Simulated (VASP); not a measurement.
**SiC: energy against strain**

SiC (zinc blende, F-43m, 10.360 Å³/atom at rest, cube axes along x, y and z) under an equal strain ε along x and y, with z held. PBEsol in VASP (plane waves, PAW), 600 eV, 12×12×12 Γ-centred mesh, Gaussian smearing 0.05 eV; ions are relaxed within the symmetry of each cell.

Here s stands for strain and y for E less E0.

```csv
strain (%),E less E0 (meV/atom)
-1.50,7.65
-1.00,3.31
-0.50,0.78
0.00,0.00
0.50,0.92
1.00,3.48
1.50,7.64
3.00,?
```

The 7 complete rows are fitted with a parabola, y against s. Least squares gives y = 0.000 + 0.0321·s + 3.3976·s². Residuals (row less fit): 0.054, -0.056, -0.053, 0.000, 0.055, 0.050, -0.053; standard error 0.065 (degrees of freedom: 4). Twice the quadratic coefficient over the volume, 2 × 3.3976 meV × 10⁴ × 0.1602 / 10.360 Å³, is the elastic constants 2(C11 + C12) = 1051 ± 9 GPa.

Q: Predict the withheld y at s = 3.00 from the fit, and compare with the calculation.

A: y = 0.000 + 0.0321 × 3.0 + 3.3976 × 3.0² = 30.675 meV/atom. The calculation gives 29.25 meV/atom, 1.425 meV/atom below the prediction (4.9 % of the range of y in the table). The row lies outside the fitted rows, so this is an extrapolation. From the scatter of the fitted rows alone, a prediction at this place has a standard error of 0.250 meV/atom, so the miss is 5.7 times that.

One order more, fitted to all 13 runs of the series, follows each within 0.01, so the miss is the next term of a smooth law. Rows are the converged runs of the series near zero and its far end; series whose fitted rows scatter by over a few per cent of the range, as at a crossing or softening among them, aren't shown in this form. Most that stay on the fit to the last digits aren't either.
